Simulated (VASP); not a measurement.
The system is Zr.

```
Zr
1.0
     5.08599    0.00000    0.00000
    -2.54300    4.40460    0.00000
     0.00000    0.00000    3.11771
Zr
3
Direct
  0.00000 0.00000 0.00000
  0.33333 0.66667 0.50000
  0.66667 0.33333 0.50000
```

The cell was built by a generator and needn't be a form met in nature.

| Item | Value |
| --- | --- |
| Program | VASP 6.6.1 |
| Task | relaxation of cell and atoms |
| Functional | LDA |
| Potentials or basis | VASP PAW LDA potentials, release 64 (Zr_sv) |
| Cutoff | 600 eV |
| k mesh | 7 × 7 × 10 |
| Occupations | fermi-dirac, width 0.1 eV |
| Spin | no spin polarisation |

At the start: pressure -7.0 GPa; volume 23.28 Å³/atom.

How do energy, volume and symmetry change on relaxing?

Over 7 steps the energy falls by 41.0 meV/atom and the volume is 21.62 Å³/atom (-7.1 %); space group P6/mmm (No. 191, to 0.05 Å).

The path:
```csv
step,energy change (eV),largest force (eV/Å),pressure (GPa),volume (Å³)
1,0.0000,0.0000,-7.00,69.84
2,0.0095,0.0000,9.41,60.05
3,-0.1209,0.0000,0.01,64.82
4,-0.1209,0.0000,0.17,64.73
5,-0.1230,0.0000,0.08,64.78
6,-0.1230,0.0000,0.07,64.79
7,-0.1230,0.0000,-0.06,64.87
```

Final structure:
```
Zr
1.0
     4.93122    0.00000    0.00000
    -2.46561    4.27056    0.00000
     0.00000    0.00000    3.08033
Zr
3
Direct
  0.00000 0.00000 0.00000
  0.33333 0.66667 0.50000
  0.66667 0.33333 0.50000
```
